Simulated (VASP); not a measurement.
# A first-principles U for LiVO2, part 2 of 2

Wanted: U by linear response. The start is a computed cell from the Materials Project.

VASP 6.6.1, plane waves and PAW; the level of theory is named at each step.

Still holding for the runs below: The cell holds one magnetic atom, so no antiferromagnetic order fits into it. The k-mesh is coarse for a metal. Oxides and halides of V are often magnetic insulators, and a metal at this level, without U or exact exchange, may be an artefact.

So far. Step 4 (Shifted potential, relaxed density, alpha -0.2): The run ends at a pressure of -24.39 GPa.

### 5. Shifted potential, frozen density, alpha -0.1

Level of this step: LDA, with a shift of one shell's potential, spin-polarised from a ferromagnetic start (one magnetic atom a cell); plane waves and PAW (V_sv, O, Li_sv) (VASP).

The input, INCAR:

```
SYSTEM = LiVO2
PREC = Accurate
ENCUT = 600
EDIFF = 1E-06
NELM = 150
ISMEAR = 0
SIGMA = 0.05
LREAL = .FALSE.
ALGO = Normal
GGA = CA
NBANDS = 20
ISPIN = 2
MAGMOM = 2 0 0 0
LMAXMIX = 4
LORBIT = 11
LWAVE = .FALSE.
LCHARG = .FALSE.
KPAR = 2
AMIX = 0.2
BMIX = 1E-04
AMIX_MAG = 0.8
BMIX_MAG = 1E-04
LDAU = .TRUE.
LDAUTYPE = 3
LDAUL = 2 -1 -1
LDAUU = -0.1 0 0
LDAUJ = -0.1 0 0
ICHARG = 11
```

The input, POSCAR:

```
LiVO2
1.0
    3.0295250000      0.0000000000      0.0000000000
    0.0000000000      3.0295250000      0.0000000000
    0.0000000000      0.0000000000      3.9179980000
V O Li
1 2 1
Direct
    0.5000000000      0.5000000000      0.5000000000
    0.5000000000      0.5000000000      0.0000000000
    0.0000000000      0.0000000000      0.5000000000
    0.0000000000      0.0000000000      0.0000000000
```

The input, KPOINTS:

```
Automatic mesh
0
Gamma
5 5 4
0 0 0
```

Potentials, in the order of the species: V_sv, O and Li_sv (LDA family, release 64).

The WAVECAR or CHGCAR of an earlier step is read.

The run is started by

```console
$ mpirun -np 2 vasp_std
```

The program printed:

```text
[... set-up lines as in an earlier step ...]
 entering main loop
       N       E                     dE             d eps       ncg     rms          rms(c)
DAV:   1    -0.318850563417E+02   -0.31885E+02   -0.65436E-03  1520   0.382E-01
DAV:   2    -0.318850771451E+02   -0.20803E-04   -0.20804E-04  1456   0.984E-02
DAV:   3    -0.318850772166E+02   -0.71490E-07   -0.71551E-07  1232   0.486E-03
   1 F= -.31885077E+02 E0= -.31884476E+02  d E =-.120247E-02  mag=     0.8802
```

It took 2 s on 2 MPI ranks of AMD EPYC 9R45, shared host; peak memory 0.24 GiB; 3 s of CPU time.

OUTCAR, selected parts (step 5):

```text
   NELECT =      28.0000    total number of electrons

 E-fermi :   6.9937

 spin component 1
 k-point     1 :       0.0000    0.0000    0.0000
  band No.  band energies     occupation
    ...
     13       3.9607      1.00000
     14       4.4978      1.00000
     15       6.4421      1.00000
     16       6.4421      1.00000
     17       6.7220      1.00000
     18       7.3528      0.00000
     19      11.0030      0.00000
     20      17.7771      0.00000

 k-point     2 :       0.2000    0.0000    0.0000
  band No.  band energies     occupation
    ...
     12       3.3659      1.00000
     13       3.8042      1.00000
     14       5.5189      1.00000
     15       6.4942      1.00000
     16       6.6240      1.00000
     17       7.9279      0.00000
     18       8.0152      0.00000
     19      11.8339      0.00000
     20      16.9717      0.00000

  Total       -6.0753592     -6.0753592     -5.6894725      0.0000000      0.0000000     -0.0000000
  in kB     -270.6881553   -270.6881553   -253.4949377      0.0000000      0.0000000     -0.0000000
  external PRESSURE =    -264.9570828 kB  Pullay stress =       0.0000000 kB

  FREE ENERGIE OF THE ION-ELECTRON SYSTEM (eV)
  ---------------------------------------------------
  free  energy   TOTEN  =       -31.8850772166 eV

  energy  without entropy=      -31.8838747506  energy(sigma->0) =      -31.88447598

 magnetization (x)
# of ion       s       p       d       tot
------------------------------------------
    1        0.004   0.004   0.794   0.801
    2       -0.001   0.001   0.000  -0.000
    3       -0.000   0.013   0.000   0.013
    4       -0.000   0.000   0.000  -0.000
--------------------------------------------------
tot          0.002   0.017   0.794   0.813

[... 10 parts as in an earlier step ...]

[... 13 further parts left out ...]
```

This step gave:

```
electronic cycles                                 : 3
free energy (TOTEN)                               : -31.89 eV
energy at zero smearing                           : -31.88 eV
Fermi energy                                      : 6.994 eV
moment of the cell, from the last line of the log : 0.8802 μB
```

Energy at zero smearing: -31.88448 eV.

### 6. Shifted potential, relaxed density, alpha -0.1

Edit INCAR of step 5 so:

```diff
@@ -27,2 +27 @@
 LDAUJ = -0.1 0 0
-ICHARG = 11
```

POSCAR is that of step 5.

KPOINTS is that of step 5.

The run is started by

```console
$ mpirun -np 2 vasp_std
```

The program printed:

```text
[... set-up lines as in an earlier step ...]
 entering main loop
       N       E                     dE             d eps       ncg     rms          rms(c)
DAV:   1    -0.318850490777E+02   -0.31885E+02   -0.64987E-03  1520   0.381E-01    0.181E-01
DAV:   2    -0.318843319401E+02    0.71714E-03   -0.35913E-03  1808   0.538E-01    0.136E-01
DAV:   3    -0.318843279086E+02    0.40315E-05   -0.79944E-05  1492   0.730E-02    0.994E-02
DAV:   4    -0.318843170442E+02    0.10864E-04   -0.48879E-05  1596   0.470E-02    0.406E-02
DAV:   5    -0.318843164686E+02    0.57558E-06   -0.64759E-06  1912   0.170E-02
   1 F= -.31884316E+02 E0= -.31883729E+02  d E =-.117475E-02  mag=     0.8800
```

Run time: 3 s. Hardware: 2 MPI ranks; peak memory 0.25 GiB; 4.9 s of CPU time.

Parts of OUTCAR (step 6):

```text
   NELECT =      28.0000    total number of electrons

 E-fermi :   6.9547

 spin component 1
 k-point     1 :       0.0000    0.0000    0.0000
  band No.  band energies     occupation
    ...
     13       3.9770      1.00000
     14       4.4585      1.00000
     15       6.3952      1.00000
     16       6.3952      1.00000
     17       6.6732      1.00000
     18       7.3095      0.00000
     19      10.9984      0.00000
     20      17.7767      0.00000

 k-point     2 :       0.2000    0.0000    0.0000
  band No.  band energies     occupation
    ...
     12       3.3740      1.00000
     13       3.8200      1.00000
     14       5.4806      1.00000
     15       6.4470      1.00000
     16       6.5828      1.00000
     17       7.8875      0.00000
     18       7.9723      0.00000
     19      11.8342      0.00000
     20      16.9709      0.00000

  Total       -5.6722463     -5.6722463     -5.2420688      0.0000000      0.0000000     -0.0000000
  in kB     -252.7274227   -252.7274227   -233.5608269      0.0000000      0.0000000     -0.0000000
  external PRESSURE =    -246.3385574 kB  Pullay stress =       0.0000000 kB

  FREE ENERGIE OF THE ION-ELECTRON SYSTEM (eV)
  ---------------------------------------------------
  free  energy   TOTEN  =       -31.8843164686 eV

  energy  without entropy=      -31.8831417211  energy(sigma->0) =      -31.88372909

 magnetization (x)
# of ion       s       p       d       tot
------------------------------------------
    1        0.004   0.004   0.795   0.802
    2       -0.001   0.000   0.000  -0.001
    3       -0.000   0.013   0.000   0.013
    4       -0.000   0.000   0.000  -0.000
--------------------------------------------------
tot          0.002   0.017   0.795   0.814

[... 9 parts as in an earlier step ...]

[... 14 further parts left out ...]
```

Numbers from this step:

```
electronic cycles                                 : 5
free energy (TOTEN)                               : -31.88 eV
Fermi energy                                      : 6.955 eV
moment of the cell, from the last line of the log : 0.88 μB
```

Energy at zero smearing: -31.88373 eV.

The run ends at a pressure of -24.63 GPa.

### 7. Shifted potential, frozen density, alpha 0.1

Edit INCAR of step 6 so:

```diff
@@ -25,3 +25,4 @@
 LDAUL = 2 -1 -1
-LDAUU = -0.1 0 0
-LDAUJ = -0.1 0 0
+LDAUU = 0.1 0 0
+LDAUJ = 0.1 0 0
+ICHARG = 11
```

POSCAR is that of step 6.

KPOINTS is that of step 6.

The WAVECAR or CHGCAR of an earlier step is read.

The run is started by

```console
$ mpirun -np 2 vasp_std
```

The program printed:

```text
[... set-up lines as in an earlier step ...]
 entering main loop
       N       E                     dE             d eps       ncg     rms          rms(c)
DAV:   1    -0.324849106985E+02   -0.32485E+02   -0.68896E-03  1520   0.387E-01
DAV:   2    -0.324849327114E+02   -0.22013E-04   -0.22013E-04  1456   0.101E-01
DAV:   3    -0.324849327852E+02   -0.73885E-07   -0.74607E-07  1252   0.488E-03
   1 F= -.32484933E+02 E0= -.32484358E+02  d E =-.114994E-02  mag=     0.8802
```

Wall time 2 s (2 MPI ranks); peak memory 0.24 GiB.

OUTCAR, selected parts (step 7):

```text
  Total       -5.4923282     -5.4923282     -5.1367151      0.0000000     -0.0000000      0.0000000
  in kB     -244.7111570   -244.7111570   -228.8667850      0.0000000     -0.0000000      0.0000000
  external PRESSURE =    -239.4296997 kB  Pullay stress =       0.0000000 kB

  FREE ENERGIE OF THE ION-ELECTRON SYSTEM (eV)
  ---------------------------------------------------
  free  energy   TOTEN  =       -32.4849327852 eV

  energy  without entropy=      -32.4837828426  energy(sigma->0) =      -32.48435781

 magnetization (x)
# of ion       s       p       d       tot
------------------------------------------
    1        0.004   0.003   0.797   0.804
    2       -0.001  -0.000   0.000  -0.001
    3       -0.000   0.013   0.000   0.013
    4       -0.000   0.000   0.000  -0.000
--------------------------------------------------
tot          0.002   0.017   0.797   0.816

[... 3 parts as in an earlier step ...]

[... 1 further part left out ...]
[key lines of the parts left out:]
E-fermi :   6.8363
```

Energy at zero smearing: -32.48436 eV.

### 8. Shifted potential, relaxed density, alpha 0.1

Edit INCAR of step 7 so:

```diff
@@ -27,2 +27 @@
 LDAUJ = 0.1 0 0
-ICHARG = 11
```

POSCAR is that of step 7.

KPOINTS is that of step 7.

The run is started by

```console
$ mpirun -np 2 vasp_std
```

The program printed:

```text
[... set-up lines as in an earlier step ...]
 entering main loop
       N       E                     dE             d eps       ncg     rms          rms(c)
DAV:   1    -0.324849179434E+02   -0.32485E+02   -0.69339E-03  1516   0.388E-01    0.190E-01
DAV:   2    -0.324841447541E+02    0.77319E-03   -0.41054E-03  1760   0.570E-01    0.144E-01
DAV:   3    -0.324841391178E+02    0.56362E-05   -0.95466E-05  1496   0.817E-02    0.103E-01
DAV:   4    -0.324841273008E+02    0.11817E-04   -0.53616E-05  1600   0.498E-02    0.428E-02
DAV:   5    -0.324841266340E+02    0.66688E-06   -0.74214E-06  1940   0.181E-02
   1 F= -.32484127E+02 E0= -.32483538E+02  d E =-.117660E-02  mag=     0.8800
```

It took 3 s on 2 MPI ranks; peak memory 0.26 GiB; 4.9 s of CPU time.

From OUTCAR (step 8):

```text
  Total       -5.9247840     -5.9247840     -5.6116939      0.0000000     -0.0000000      0.0000000
  in kB     -263.9792620   -263.9792620   -250.0295090      0.0000000     -0.0000000      0.0000000
  external PRESSURE =    -259.3293443 kB  Pullay stress =       0.0000000 kB

  FREE ENERGIE OF THE ION-ELECTRON SYSTEM (eV)
  ---------------------------------------------------
  free  energy   TOTEN  =       -32.4841266340 eV

  energy  without entropy=      -32.4829500360  energy(sigma->0) =      -32.48353833

 magnetization (x)
# of ion       s       p       d       tot
------------------------------------------
    1        0.004   0.003   0.796   0.803
    2       -0.001   0.000   0.000  -0.001
    3       -0.000   0.013   0.000   0.013
    4       -0.000   0.000   0.000  -0.000
--------------------------------------------------
tot          0.002   0.017   0.796   0.815

[... 3 parts as in an earlier step ...]

[... 1 further part left out ...]
[key lines of the parts left out:]
E-fermi :   6.8754
```

Energy at zero smearing: -32.48354 eV.

The run ends at a pressure of -25.93 GPa.

### 9. Shifted potential, frozen density, alpha 0.2

Edit INCAR of step 8 so:

```diff
@@ -25,3 +25,4 @@
 LDAUL = 2 -1 -1
-LDAUU = 0.1 0 0
-LDAUJ = 0.1 0 0
+LDAUU = 0.2 0 0
+LDAUJ = 0.2 0 0
+ICHARG = 11
```

POSCAR is that of step 8.

KPOINTS is that of step 8.

The run starts from files that an earlier step left in the folder.

The run is started by

```console
$ mpirun -np 2 vasp_std
```

The program printed:

```text
[... set-up lines as in an earlier step ...]
 entering main loop
       N       E                     dE             d eps       ncg     rms          rms(c)
DAV:   1    -0.327889332878E+02   -0.32789E+02   -0.27554E-02  1520   0.770E-01
DAV:   2    -0.327890198550E+02   -0.86567E-04   -0.86567E-04  1448   0.197E-01
DAV:   3    -0.327890201752E+02   -0.32025E-06   -0.32012E-06  1624   0.970E-03
   1 F= -.32789020E+02 E0= -.32788455E+02  d E =-.113065E-02  mag=     0.8802
```

Elapsed: 2.2 s, on 2 MPI ranks; peak memory 0.24 GiB; 3.2 s of CPU time.

OUTCAR, selected parts (step 9):

```text
  Total       -5.1769907     -5.1769907     -4.8411943      0.0000000      0.0000000      0.0000000
  in kB     -230.6612667   -230.6612667   -215.6998287      0.0000000      0.0000000      0.0000000
  external PRESSURE =    -225.6741207 kB  Pullay stress =       0.0000000 kB

  FREE ENERGIE OF THE ION-ELECTRON SYSTEM (eV)
  ---------------------------------------------------
  free  energy   TOTEN  =       -32.7890201752 eV

  energy  without entropy=      -32.7878895299  energy(sigma->0) =      -32.78845485

 magnetization (x)
# of ion       s       p       d       tot
------------------------------------------
    1        0.004   0.003   0.798   0.805
    2       -0.001  -0.000   0.000  -0.002
    3       -0.000   0.013   0.000   0.013
    4       -0.000   0.000   0.000  -0.000
--------------------------------------------------
tot          0.002   0.017   0.798   0.817

[... 3 parts as in an earlier step ...]

[... 1 further part left out ...]
[key lines of the parts left out:]
E-fermi :   6.7589
```

Energy at zero smearing: -32.78845 eV.

### 10. Shifted potential, relaxed density, alpha 0.2

Edit INCAR of step 9 so:

```diff
@@ -27,2 +27 @@
 LDAUJ = 0.2 0 0
-ICHARG = 11
```

POSCAR is that of step 9.

KPOINTS is that of step 9.

The run is started by

```console
$ mpirun -np 2 vasp_std
```

The program printed:

```text
[... set-up lines as in an earlier step ...]
 entering main loop
       N       E                     dE             d eps       ncg     rms          rms(c)
DAV:   1    -0.327889476836E+02   -0.32789E+02   -0.27642E-02  1520   0.771E-01    0.383E-01
DAV:   2    -0.327858598685E+02    0.30878E-02   -0.16921E-02  1752   0.115E+00    0.293E-01
DAV:   3    -0.327858339158E+02    0.25953E-04   -0.40521E-04  1492   0.169E-01    0.206E-01
DAV:   4    -0.327857875239E+02    0.46392E-04   -0.21879E-04  1596   0.101E-01    0.868E-02
DAV:   5    -0.327857846878E+02    0.28361E-05   -0.30178E-05  2044   0.368E-02    0.410E-02
DAV:   6    -0.327857800834E+02    0.46044E-05   -0.13675E-05  1592   0.309E-02    0.115E-02
DAV:   7    -0.327857794226E+02    0.66075E-06   -0.38170E-06  1560   0.117E-02
   1 F= -.32785779E+02 E0= -.32785191E+02  d E =-.117780E-02  mag=     0.8800
```

Elapsed: 3.6 s, on 2 MPI ranks; peak memory 0.26 GiB.

Parts of OUTCAR (step 10):

```text
  Total       -5.9562450     -5.9562450     -5.7108303      0.0000000      0.0000000      0.0000000
  in kB     -265.3810091   -265.3810091   -254.4465370      0.0000000      0.0000000      0.0000000
  external PRESSURE =    -261.7361850 kB  Pullay stress =       0.0000000 kB

  FREE ENERGIE OF THE ION-ELECTRON SYSTEM (eV)
  ---------------------------------------------------
  free  energy   TOTEN  =       -32.7857794226 eV

  energy  without entropy=      -32.7846016215  energy(sigma->0) =      -32.78519052

[... 4 parts as in an earlier step ...]

[... 1 further part left out ...]
[key lines of the parts left out:]
E-fermi :   6.8328
```

Energy at zero smearing: -32.78519 eV.

The run ends at a pressure of -26.17 GPa.

### 11. Summary

This step: linear-response U, LDA; plane waves and PAW (VASP 6.6.1).

This step runs nothing: it gathers the runs above.

This step gave:

```yaml
bare_response: 0.2700 e/eV
screened_response: 0.1140 e/eV
u_from_linear_response: 5.068 eV
```

Change of the charge in the shell of the shifted atom, thousandths of an electron against potential shift:

```
potential shift (eV)  frozen density (e)  relaxed density (e)
              -0.200                 -53                  -23
              -0.100                 -27                  -11
               0.000                   0                    0
               0.100                  27                   11
               0.200                  55                   23
```

### 12. Outcome

- U from linear response: 5.07 eV
- bare response: 0.270 e/eV
- screened response: 0.114 e/eV

In words: Linear response gives U = 5.1 eV for the d shell of V. U = 1/χ − 1/χ₀, with χ the screened and χ₀ the bare slope of the shell's charge; in this program a positive shift raises the charge. The charges are printed to three decimals, which adds noise to both slopes. The value belongs to this projector sphere, magnetic state and cell; a small cell changes it, since the images are shifted too. The bare response exceeds the screened one, as it must for a positive U.

[Lines on the potential files, build, host, timing and source positions are cut from VASP's logs without a mark.]

[Logs are printed without paths, hosts, clocks, repeated set-up lines and the standing remarks that a program may print on its own settings, such as how far it seeks lower states.]

[Hosts, paths, dates, database ids (printed as entryN), source tags and the programs' standing remarks are cut or masked in the printed files.]

[In band tables of VASP the shares of atoms and orbitals are scaled to a sum of 1 inside the atoms' spheres.]

[Runs that stopped without an error message from VASP are left out.]
